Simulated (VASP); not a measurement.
Data:

```
Fe
1.0
   -1.39150     1.39150     1.34975
    1.39150    -1.39150     1.34975
    1.39150     1.39150    -1.34975
Fe
1
Direct
  0.00000   0.00000   0.00000
```
Starting moments (μB, in the order of the record's atoms Fe): 2.1.

Calculation: PBEsol GGA, VASP's PBE PAW potentials (set 64) (plane waves; VASP 6.6.1). Settings: 480 eV cut-off, 16×16×16 Γ-centred mesh, first-order Methfessel-Paxton smearing of 0.10 eV, potentials Fe.

Problem. Give the stress tensor in GPa (positive for a compressed cell).

Solution. 
```
 6.01   0.00   0.00
 0.00   6.01   0.00
 0.00   0.00  11.26
```
The pressure is its mean diagonal, 7.76 GPa.

The compound is Fe in the bcc structure. This cell was strained or had an atom moved on purpose.
